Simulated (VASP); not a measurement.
Consider the following.

```
CELL_PARAMETERS angstrom
      4.06598     0.00000     0.00000
      0.00000     4.06598     0.00000
      0.00000     0.00000     4.06598
ATOMIC_POSITIONS crystal
  Ca 0.00000 0.00000 0.00000
  B  0.79940 0.50000 0.50000
  B  0.50000 0.20060 0.50000
  B  0.50000 0.79940 0.50000
  B  0.20060 0.50000 0.50000
  B  0.50000 0.50000 0.79940
  B  0.50000 0.50000 0.20060
```

The numbers are results of PBE GGA, VASP's PBE PAW potentials (set 64) (plane waves; VASP), not measurements. Run with 620 eV cut-off, 6×6×6 Γ-centred mesh, Gaussian smearing of 0.050 eV, potentials Ca_sv B.

Q: Predict the energy per atom (σ→0), pressure.

A: 
- energy per atom (σ→0) = -6.414 eV/atom
- pressure = 10.00 GPa

Only differences to runs with the same potentials and settings are physical.

The compound is CaB6 in the cab6 structure. It was relaxed first under an external pressure of 10 GPa.
